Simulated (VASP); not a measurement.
A VASP calculation is set up with these files.

File POSCAR:
```
CuAu
1
    2.8901151831     0.0000000000     0.0000000000
    0.0000000000     2.8901151831     0.0000000000
    0.0000000000     0.0000000000     3.5950413939
Cu Au
1 1
Direct
  0.0000000000   0.0000000000   0.0000000000
  0.5000000000   0.5000000000   0.5000000000
```

### KPOINTS
```
kpoints
0
Gamma
13 13 10
0 0 0
```

### INCAR
```
SYSTEM  =  CuAu
PREC  =  Accurate; ENCUT  =  520; LREAL  =  F
LASPH  =  T
EDIFF  =  1E-7; NELM  =  100; ALGO  =  Normal
LMAXMIX  =  6
ISMEAR  =  1; SIGMA  =  0.1
GGA  =  BO; LUSE_VDW  =  T; AGGAC  =  0.0
PARAM1  =  0.1833333333; PARAM2  =  0.22
IBRION  =  2; NSW  =  30; ISIF  =  4
EDIFFG  =  -0.01
LWAVE  =  F; LCHARG  =  F
```

POTCAR, in this order: Cu Au (PBE.64 set). Program: vasp_std.

Task: Write an equivalent input for Quantum ESPRESSO's pw.x.

Result: One equivalent input (not run):
```
&CONTROL
  calculation = 'vc-relax'
  pseudo_dir = './pseudo'
  outdir = './out'
  tprnfor = .true.
  tstress = .true.
  nstep = 30
  forc_conv_thr = 0.00039
/
&SYSTEM
  ibrav = 0
  nat = 2
  ntyp = 2
  ecutwfc = 92
  occupations = 'smearing'
  smearing = 'methfessel-paxton'
  degauss = 0.00735
  input_dft = 'vdw-df-obk8'
/
&ELECTRONS
  conv_thr = 7.3e-09
  electron_maxstep = 100
/
&IONS
/
&CELL
  cell_dofree = 'shape'
/
ATOMIC_SPECIES
  Cu 63.546 Cu.upf
  Au 196.967 Au.upf
CELL_PARAMETERS angstrom
     2.8901152    0.0000000    0.0000000
     0.0000000    2.8901152    0.0000000
     0.0000000    0.0000000    3.5950414
ATOMIC_POSITIONS crystal
  Cu   0.0000000  0.0000000  0.0000000
  Au   0.5000000  0.5000000  0.5000000
K_POINTS automatic
  13 13 10 0 0 0
```
What does not carry over: the potentials are each code's own (VASP's PAW set, PseudoDojo norm-conserving files in pw.x), so ENCUT and ecutwfc are chosen apart and not converted; conv_thr bounds pw.x's estimated SCF error, while EDIFF bounds the energy change between steps; forc_conv_thr acts on force components and is met together with etot_conv_thr.

The compound is CuAu in the L1_0 structure. This run relaxes it. Symmetry was kept, so distortions that lower it aren't found.
